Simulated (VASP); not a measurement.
These are PBE GGA + U (Dudarev), VASP's PBE PAW potentials (set 64) (plane waves; VASP) values and carry that method's errors.

Input for VASP

INCAR:
```
SIGMA = 0.1
LWAVE = .FALSE.
ENCUT = 400
LORBIT = 10
LASPH = .TRUE.
LDAU = .TRUE.
LCHARG = .FALSE.
GGA = PE
LDAUPRINT = 1
ISMEAR = 1   # Methfessel-Paxton
PREC = Accurate
SYSTEM = TiAl
LDAUTYPE = 2
LDAUJ = 0 0
LDAUU = 1.0 0
LREAL = .FALSE.   # projection in real space or not
LDAUL = 2 -1
EDIFF = 1E-6   # SCF stop (eV)
ALGO = Normal
LMAXMIX = 4
ISIF = 2
NELM = 100   # most electronic steps
```

POSCAR:
```
TiAl
4.070
  0.6953316953   0.0000000000   0.0000000000
  0.0000000000   0.6953316953   0.0000000000
  0.0000000000   0.0000000000   1.0000000000
Ti Al
1 1
Cart
  0.0000000000   0.0000000000   0.0000000000
  0.3476658477   0.3476658477   0.5000000000
```

### KPOINTS
```
Automatic mesh
0
Gamma
12 12 8
0 0 0
```

POTCAR, in this order: Ti_sv Al (PBE.64 set). Program: vasp_std.

Predict the energy per atom (σ→0), band gap (on the k-mesh).

```json
{
  "energy per atom (σ→0)": "-5.812 eV/atom",
  "band gap (on the k-mesh)": "none (metal, semimetal or under 0.01 eV)"
}
```

**OSZICAR**
```
...
DAV:   8    -0.116267591331E+02    0.78034E-02   -0.16362E-01  3500   0.437E+00    0.509E-01
DAV:   9    -0.116245033906E+02    0.22557E-02   -0.26793E-02  3624   0.214E+00    0.231E-01
DAV:  10    -0.116247407048E+02   -0.23731E-03   -0.14730E-03  3783   0.434E-01    0.496E-02
DAV:  11    -0.116247274997E+02    0.13205E-04   -0.39218E-04  3951   0.213E-01    0.396E-02
DAV:  12    -0.116247280615E+02   -0.56182E-06   -0.17097E-05  3594   0.421E-02    0.159E-02
DAV:  13    -0.116247268980E+02    0.11636E-05   -0.33080E-06  3494   0.157E-02    0.621E-03
DAV:  14    -0.116247271174E+02   -0.21945E-06   -0.34835E-07  1734   0.669E-03
   1 F= -.11624727E+02 E0= -.11624934E+02  d E =0.619286E-03
```

The compound is TiAl in the L1_0 structure. The cell was not relaxed at this level. The run is one of a series of settings (LDAU = .TRUE., LDAUJ = 0 0, LDAUL = 2 -1, LDAUTYPE = 2, LDAUU = 1.0 0 against the base run), some of them coarse on purpose. The electron count is odd and the run is not spin-polarised, which forces a metal.
